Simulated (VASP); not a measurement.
# Ge53Sb (F-43m) in VASP: relaxation of cell and atoms with PBEsol

Aim: the relaxation of cell and atoms of Ge53Sb with PBEsol.

All numbers are computed with VASP 6.6.1; they aren't measurements. Logs are shortened: lines on timing, memory, paths and dates and some standing lists are left out, and cuts for length are marked.

## (1) The structure

It takes space group F-43m (No. 216, cubic). The conventional cell has a = 17.040 Å, b = 17.040 Å, c = 17.040 Å, α = 90.00°, β = 90.00°, γ = 90.00°. Ge (site symmetry 3m) has 1 Sb at 2.46 Å and 3 Ge at 2.46 Å as nearest neighbours. Ge (site symmetry m) is surrounded by 4 Ge at 2.46 Å. Ge (site symmetry 2mm) is surrounded by 4 Ge at 2.46 Å. Around Ge (site symmetry 3m) lie 4 Ge at 2.46 Å. Around Ge (site symmetry m) lie 4 Ge at 2.46 Å. Ge (site symmetry 3m) has 4 Ge at 2.46 Å as nearest neighbours. Around Ge (site symmetry 3m) lie 4 Ge at 2.46 Å. Ge (site symmetry 2mm) has 4 Ge at 2.46 Å as nearest neighbours.

The cell was built by a generator and needn't be a form met in nature.

## (2) Relaxation of cell and atoms, PBEsol

File INCAR:

```
PREC = Accurate ; ENCUT = 350
EDIFF = 1E-6 ; ISMEAR = 0
SIGMA = 0.05 ; LREAL = False
LASPH = True ; NELM = 60
ALGO = Fast ; ISIF = 3
LWAVE = False ; LCHARG = False
GGA = PS ; IBRION = 2
NSW = 40 ; EDIFFG = -0.02
```

File KPOINTS:

```
Automatic mesh
0
Gamma
  2 2 2
```

File POSCAR:

```
Ge53Sb
1.0
    0.0000000000      8.5200000000      8.5200000000
    8.5200000000      0.0000000000      8.5200000000
    8.5200000000      8.5200000000      0.0000000000
Ge Sb
53 1
Direct
    0.0833333300      0.0833333300      0.0833333300
    0.0000000000      0.0000000000      0.3333333300
    0.0833333300      0.0833333300      0.4166666700
    0.0000000000      0.0000000000      0.6666666700
    0.0833333300      0.0833333300      0.7500000000
    0.0000000000      0.3333333300      0.0000000000
    0.0833333300      0.4166666700      0.0833333300
    0.0000000000      0.3333333300      0.3333333300
    0.0833333300      0.4166666700      0.4166666700
    0.0000000000      0.3333333300      0.6666666700
    0.0833333300      0.4166666700      0.7500000000
    0.0000000000      0.6666666700      0.0000000000
    0.0833333300      0.7500000000      0.0833333300
    0.0000000000      0.6666666700      0.3333333300
    0.0833333300      0.7500000000      0.4166666700
    0.0000000000      0.6666666700      0.6666666700
    0.0833333300      0.7500000000      0.7500000000
    0.3333333300      0.0000000000      0.0000000000
    0.4166666700      0.0833333300      0.0833333300
    0.3333333300      0.0000000000      0.3333333300
    0.4166666700      0.0833333300      0.4166666700
    0.3333333300      0.0000000000      0.6666666700
    0.4166666700      0.0833333300      0.7500000000
    0.3333333300      0.3333333300      0.0000000000
    0.4166666700      0.4166666700      0.0833333300
    0.3333333300      0.3333333300      0.3333333300
    0.4166666700      0.4166666700      0.4166666700
    0.3333333300      0.3333333300      0.6666666700
    0.4166666700      0.4166666700      0.7500000000
    0.3333333300      0.6666666700      0.0000000000
    0.4166666700      0.7500000000      0.0833333300
    0.3333333300      0.6666666700      0.3333333300
    0.4166666700      0.7500000000      0.4166666700
    0.3333333300      0.6666666700      0.6666666700
    0.4166666700      0.7500000000      0.7500000000
    0.6666666700      0.0000000000      0.0000000000
    0.7500000000      0.0833333300      0.0833333300
    0.6666666700      0.0000000000      0.3333333300
    0.7500000000      0.0833333300      0.4166666700
    0.6666666700      0.0000000000      0.6666666700
    0.7500000000      0.0833333300      0.7500000000
    0.6666666700      0.3333333300      0.0000000000
    0.7500000000      0.4166666700      0.0833333300
    0.6666666700      0.3333333300      0.3333333300
    0.7500000000      0.4166666700      0.4166666700
    0.6666666700      0.3333333300      0.6666666700
    0.7500000000      0.4166666700      0.7500000000
    0.6666666700      0.6666666700      0.0000000000
    0.7500000000      0.7500000000      0.0833333300
    0.6666666700      0.6666666700      0.3333333300
    0.7500000000      0.7500000000      0.4166666700
    0.6666666700      0.6666666700      0.6666666700
    0.7500000000      0.7500000000      0.7500000000
    0.0000000000      0.0000000000      0.0000000000
```

Potentials or basis: VASP PAW PBE potentials, release 64 (Ge, Sb).

Started as:

```bash
$ cat potpaw_PBE.64/Ge/POTCAR potpaw_PBE.64/Sb/POTCAR > POTCAR
$ mpirun -np 1 vasp_std > vasp.out
```

OUTCAR:

```text
PREC = Accurate
   ENCUT = 350
   EDIFF = 1E-6
   ISMEAR = 0
   LREAL = False
   LASPH = True
   NELM = 60
   ISIF = 3
   GGA = PS
   IBRION = 2
   NSW = 40
   EDIFFG = -0.02

 ion  position               nearest neighbor table
   1  0.083  0.083  0.083-  54 2.46   6 2.46  18 2.46   2 2.46
   2  0.000  0.000  0.333-   1 2.46   3 2.46  15 2.46  39 2.46
   3  0.083  0.083  0.417-   2 2.46   4 2.46   8 2.46  20 2.46
   4  0.000  0.000  0.667-   5 2.46   3 2.46  17 2.46  41 2.46
   5  0.083  0.083  0.750-   4 2.46  10 2.46  22 2.46  54 2.46
   6  0.000  0.333  0.000-   1 2.46   7 2.46  11 2.46  43 2.46
[... 46 lines left out ...]
  53  0.750  0.750  0.750-  52 2.46  40 2.46  48 2.46  16 2.46
  54  0.000  0.000  0.000-   1 2.46   5 2.46  13 2.46  37 2.46

  LATTYP: Found a face centered cubic cell.
 ALAT       =    17.0400000000

  Lattice vectors:

 A1 = (   0.0000000000,   8.5200000000,   8.5200000000)
 A2 = (   8.5200000000,   0.0000000000,   8.5200000000)
 A3 = (   8.5200000000,   8.5200000000,   0.0000000000)

Analysis of symmetry for initial positions (statically):
=====================================================================
 Subroutine PRICEL returns:
 Original cell was already a primitive cell.

 Routine SETGRP: Setting up the symmetry group for a
 face centered cubic supercell.

 Subroutine GETGRP returns: Found 24 space group operations
 (whereof 24 operations were pure point group operations)
 out of a pool of 48 trial point group operations.

The static configuration has the point symmetry T_d .

Analysis of symmetry for dynamics (positions and initial velocities):
=====================================================================
 Subroutine PRICEL returns:
 Original cell was already a primitive cell.

 Routine SETGRP: Setting up the symmetry group for a
 face centered cubic supercell.

 Subroutine GETGRP returns: Found 24 space group operations
 (whereof 24 operations were pure point group operations)
 out of a pool of 48 trial point group operations.

The dynamic configuration has the point symmetry T_d .

 Subroutine INISYM returns: Found 24 space group operations
 (whereof 24 operations are pure point group operations),
 and found     1 'primitive' translations

----------------------------------------------------------------------------------------

                                     Primitive cell

  volume of cell :    1236.9404

  direct lattice vectors                    reciprocal lattice vectors
     0.000000000  8.520000000  8.520000000    -0.058685446  0.058685446  0.058685446
     8.520000000  0.000000000  8.520000000     0.058685446 -0.058685446  0.058685446
     8.520000000  8.520000000  0.000000000     0.058685446  0.058685446 -0.058685446

  length of vectors
    12.049099551 12.049099551 12.049099551     0.101646174  0.101646174  0.101646174

  position of ions in fractional coordinates (direct lattice)
     0.083333330  0.083333330  0.083333330
     0.000000000  0.000000000  0.333333330
     0.083333330  0.083333330  0.416666670
     0.000000000  0.000000000  0.666666670
     0.083333330  0.083333330  0.750000000
     0.000000000  0.333333330  0.000000000
[... 46 lines left out ...]
     0.750000000  0.750000000  0.750000000
     0.000000000  0.000000000  0.000000000

  ion indices of the primitive-cell ions
   primitive index   ion index
                 1           1
                 2           2
                 3           3
                 4           4
                 5           5
                 6           6
[... 46 lines left out ...]
                53          53
                54          54

----------------------------------------------------------------------------------------

 KPOINTS: Automatic mesh

Automatic generation of k-mesh.
 Grid dimensions read from file:
 generate k-points for:    2    2    2

 Generating k-lattice:

  Cartesian coordinates                     Fractional coordinates (reciprocal lattice)
    -0.029342723  0.029342723  0.029342723     0.500000000  0.000000000  0.000000000
     0.029342723 -0.029342723  0.029342723     0.000000000  0.500000000  0.000000000
     0.029342723  0.029342723 -0.029342723     0.000000000  0.000000000  0.500000000

  Length of vectors
     0.050823087  0.050823087  0.050823087

  Shift w.r.t. Gamma in fractional coordinates (k-lattice)
     0.000000000  0.000000000  0.000000000

 Subroutine IBZKPT returns following result:
 ===========================================

 Found      3 irreducible k-points:

 Following reciprocal coordinates:
            Coordinates               Weight
  0.000000  0.000000  0.000000      1.000000
  0.500000  0.000000  0.000000      4.000000
  0.500000  0.500000  0.000000      3.000000
   k-points           NKPTS =      3   k-points in BZ     NKDIM =      3   number of bands    NBANDS=    136
   number of dos      NEDOS =    301   number of ions     NIONS =     54
   total plane-waves  NPLWV = 512000
   dimension x,y,z NGX =    80 NGY =   80 NGZ =   80
   dimension x,y,z NGXF=   160 NGYF=  160 NGZF=  160
   ions per type =              53   1
   NGX,Y,Z   is equivalent  to a cutoff of  11.04, 11.04, 11.04 a.u.
   NGXF,Y,Z  is equivalent  to a cutoff of  22.08, 22.08, 22.08 a.u.
 SYSTEM =  unknown system
   PREC   = accura    normal or accurate (medium, high low for compatibility)
   ISTART =      0    job   : 0-new  1-cont  2-samecut
   ICHARG =      2    charge: 1-file 2-atom 10-const
   ISPIN  =      1    spin polarized calculation?
   LNONCOLLINEAR =      F non collinear calculations
   LSORBIT =      F    spin-orbit coupling
   LASPH  =      T    aspherical Exc in radial PAW
   ENCUT  =  350.0 eV  25.72 Ry    5.07 a.u.  18.38 18.38 18.38*2*pi/ulx,y,z
   NELM   =     60;   NELMIN=  2; NELMDL= -5     # of ELM steps
   EDIFF  = 0.1E-05   stopping-criterion for ELM
   LREAL  =      F    real-space projection
   EDIFFG = -.2E-01   stopping-criterion for IOM
   NSW    =     40    number of steps for IOM
   IBRION =      2    ionic relax: 0-MD 1-quasi-New 2-CG
   NFREE  =      1    steps in history (QN), initial steepest desc. (CG)
   ISIF   =      3    stress and relaxation
   ISYM   =      2    0-nonsym 1-usesym 2-fastsym
   POTIM  = 0.5000    time-step for ionic-motion
   TEBEG  =    0.0;   TEEND  =   0.0 temperature during run
   PSTRESS=    0.0 pullay stress
   NELECT =     217.0000    total number of electrons
   NUPDOWN=      -1.0000    fix difference up-down
   EMIN   =  10.00;   EMAX   =-10.00  energy-range for DOS
   EFERMI =   0.00;   METHOD = LEGACY
   ISMEAR =     0;   SIGMA  =   0.05  broadening in eV -4-tet -1-fermi 0-gaus
   EFERMI_NEDOS =   21; number of points for ismear=-14 and -15
   IALGO  =     68    algorithm
   IMIX   =      4    mixing-type and parameters
     AMIX     =   0.40;   BMIX     =  1.00
     AMIX_MAG =   1.60;   BMIX_MAG =  1.00
  volume/ion in A,a.u.               =      22.91       154.58
  Fermi-wavevector in a.u.,A,eV,Ry     =   0.916456  1.731852 11.427429  0.839892
  Thomas-Fermi vector in A             =   2.041314
   LORBIT       =      0    0 simple, 1 ext, 2 COOP (PROOUT), +10 PAW based schemes
   GGA     = PS    functional components
   LHFCALC =     F    Hartree Fock is set to
   AEXX    =    0.0000 exact exchange contribution
   IVDW    =     0    specifies the selected vdW correction
   LEPSILON=     F    determine dielectric tensor
   LRPA    =     F    only Hartree local field effects (RPA)
 conjugate gradient relaxation of ions
 non-spin polarized calculation
 RMM-DIIS sequential band-by-band and
 Gauss-broadening in eV      SIGMA  =   0.05
  energy-cutoff  :      350.00
  volume of cell :     1236.94
 maximum number of plane-waves:     18456
 NGX is ok and might be reduce to    80
   NGX = 37   NGY = 37   NGZ = 37

--------------------------------------- Ionic step        1  -------------------------------------------

 number of electron     216.9999997 magnetization

 Free energy of the ion-electron system (eV)
  ---------------------------------------------------
  ext. energy  EPLUGINS =         0.00000000
  ---------------------------------------------------
  free energy    TOTEN  =      -261.58557156 eV

  energy without entropy =     -261.57362269  energy(sigma->0) =     -261.57959712

------------------------ aborting loop because EDIFF is reached ----------------------------------------

  FORCE on cell =-STRESS in cart. coord.  units (eV):
  Direction    XX          YY          ZZ          XY          YZ          ZX
  --------------------------------------------------------------------------------------
  -------------------------------------------------------------------------------------
  Total       15.7919739     15.7919739     15.7919739      0.0000000      0.0000000      0.0000000
  in kB       20.4549404     20.4549404     20.4549404      0.0000000      0.0000000      0.0000000
  external PRESSURE =      20.4549404 kB  Pullay stress =       0.0000000 kB
[... 689 lines left out ...]
  energy  without entropy=     -262.4411385203  energy(sigma->0) =     -262.44793993

--------------------------------------- Ionic step        9  -------------------------------------------

 number of electron     216.9999993 magnetization

 Free energy of the ion-electron system (eV)
  ---------------------------------------------------
  ext. energy  EPLUGINS =         0.00000000
  ---------------------------------------------------
  free energy    TOTEN  =      -262.45491214 eV

  energy without entropy =     -262.44136221  energy(sigma->0) =     -262.44813717

 E-fermi :   3.4770     XC(G=0):  -9.1567

 val. band max:        3.4458972295   @ k =   0.5000   0.0000   0.0000
 cond. band min:       3.6274112455   @ k =   0.0000   0.0000   0.0000
 fundamental gap:      0.1815140161
 Fermi energy:         3.4770276747

 k-point     1 :       0.0000    0.0000    0.0000
  band No.  band energies     occupation
      1      -9.1150      2.00000
      2      -8.0717      2.00000
      3      -7.8911      2.00000
      4      -7.8911      2.00000
      5      -7.8911      2.00000
      6      -7.8465      2.00000
[... 112 lines left out ...]
    119       4.0137      0.00000
    120       4.0137      0.00000

 k-point     2 :       0.5000    0.0000    0.0000
  band No.  band energies     occupation
      1      -8.8284      2.00000
      2      -8.7528      2.00000
      3      -8.0658      2.00000
      4      -7.9447      2.00000
      5      -7.9447      2.00000
      6      -7.9073      2.00000
[... 112 lines left out ...]
    119       5.0323      0.00000
    120       5.0323      0.00000

 k-point     3 :       0.5000    0.5000    0.0000
  band No.  band energies     occupation
      1      -8.7178      2.00000
      2      -8.6517      2.00000
      3      -8.3085      2.00000
      4      -8.2405      2.00000
      5      -8.2405      2.00000
      6      -8.2304      2.00000
[... 112 lines left out ...]
    119       4.9579      0.00000
    120       4.9656      0.00000
 [bands above 120 left out]

------------------------ aborting loop because EDIFF is reached ----------------------------------------

  FORCE on cell =-STRESS in cart. coord.  units (eV):
  Direction    XX          YY          ZZ          XY          YZ          ZX
  --------------------------------------------------------------------------------------
  -------------------------------------------------------------------------------------
  Total        0.2875247      0.2875247      0.2875247      0.0000000     -0.0000000      0.0000000
  in kB        0.3628848      0.3628848      0.3628848      0.0000000     -0.0000000      0.0000000
  external PRESSURE =       0.3628848 kB  Pullay stress =       0.0000000 kB
[... 69 lines left out ...]
  FREE ENERGIE OF THE ION-ELECTRON SYSTEM (eV)
  ---------------------------------------------------
  free  energy   TOTEN  =      -262.4549121376 eV

  energy  without entropy=     -262.4413622065  energy(sigma->0) =     -262.44813717

 reached required accuracy - stopping structural energy minimisation
```

It took 52 min on 1 thread of Intel Xeon 6975P-C (Granite Rapids), shared host; peak memory 1.2 GiB.

What came out:

- Free energy: -262.4549 eV
- Relaxed volume: 23.51 Å³/atom
- Relaxed cell: a = 12.154 Å, b = 12.154 Å, c = 12.154 Å, α = 60.00°, β = 60.00°, γ = 60.00°
- Space group after relaxing (to 0.05 Å): F-43m (No. 216)
- Energy gained by relaxing: 16.1 meV/atom
- Ionic steps: 9
- Pressure after relaxing: 0.0 GPa
- Band gap on the k mesh: none (metal or under the smearing width)

The path:
```
step  energy change (eV)  largest force (eV/Å)  pressure (GPa)  volume (Å³)
   1              0.0000                2.0774            2.05      1236.94
   2             -0.6904                0.5240           -0.91      1290.04
   3             -0.6927                0.5988           -0.76      1286.84
   4             -0.8296                0.2045           -0.14      1273.31
   5             -0.8505                0.1442            0.24      1265.65
   6             -0.8665                0.0415            0.00      1270.14
   7             -0.8673                0.0400           -0.06      1271.40
   8             -0.8692                0.0213            0.01      1269.99
   9             -0.8693                0.0165            0.04      1269.45
```

Final structure:
```xyz
54
Lattice="0.0000 8.5940 8.5940 8.5940 0.0000 8.5940 8.5940 8.5940 0.0000" Properties=species:S:1:pos:R:3 pbc="T T T"
Ge    1.5295    1.5295    1.5295
Ge   11.4829   11.4829   17.1675
Ge    4.2970    4.2970    1.4400
Ge   14.2991   14.2991   17.1675
Ge    7.0646    7.0646    1.5295
Ge   11.4829   17.1675   11.4829
Ge    4.2970    1.4400    4.2970
Ge    5.7323   11.4557   11.4557
Ge    7.1540    4.2970    4.2970
Ge    8.6146   14.2991   11.4829
Ge   10.0239    7.1641    4.3089
Ge   14.2991   17.1675   14.2991
Ge    7.0646    1.5295    7.0646
Ge    8.6146   11.4829   14.2991
Ge   10.0239    4.3089    7.1641
Ge   11.4605   14.3216   14.3216
Ge   12.8792    7.1641    7.1641
Ge   17.1675   11.4829   11.4829
Ge    1.4400    4.2970    4.2970
Ge   11.4557    5.7323   11.4557
Ge    4.2970    7.1540    4.2970
Ge   14.2991    8.6146   11.4829
Ge    7.1641   10.0239    4.3089
Ge   11.4557   11.4557    5.7323
Ge    4.2970    4.2970    7.1540
Ge    5.7323    5.7323    5.7323
Ge    7.1621    7.1621    7.1621
Ge    8.5940    8.5940    5.7362
Ge   10.0259   10.0259    7.1621
Ge   14.2991   11.4829    8.6146
Ge    7.1641    4.3089   10.0239
Ge    8.5940    5.7362    8.5940
Ge   10.0259    7.1621   10.0259
Ge   11.4518    8.5940    8.5940
Ge   12.8792   10.0239   10.0239
Ge   17.1675   14.2991   14.2991
Ge    1.5295    7.0646    7.0646
Ge   11.4829    8.6146   14.2991
Ge    4.3089   10.0239    7.1641
Ge   14.3216   11.4605   14.3216
Ge    7.1641   12.8792    7.1641
Ge   11.4829   14.2991    8.6146
Ge    4.3089    7.1641   10.0239
Ge    5.7362    8.5940    8.5940
Ge    7.1621   10.0259   10.0259
Ge    8.5940   11.4518    8.5940
Ge   10.0239   12.8792   10.0239
Ge   14.3216   14.3216   11.4605
Ge    7.1641    7.1641   12.8792
Ge    8.5940    8.5940   11.4518
Ge   10.0239   10.0239   12.8792
Ge   11.4605   11.4605   11.4605
Ge   12.8910   12.8910   12.8910
Sb    0.0000    0.0000    0.0000
```

Caveat: the PAW data sets were made with another functional, which shifts forces and pressure a little. Spin-orbit coupling is left out, which matters for the levels of Sb.
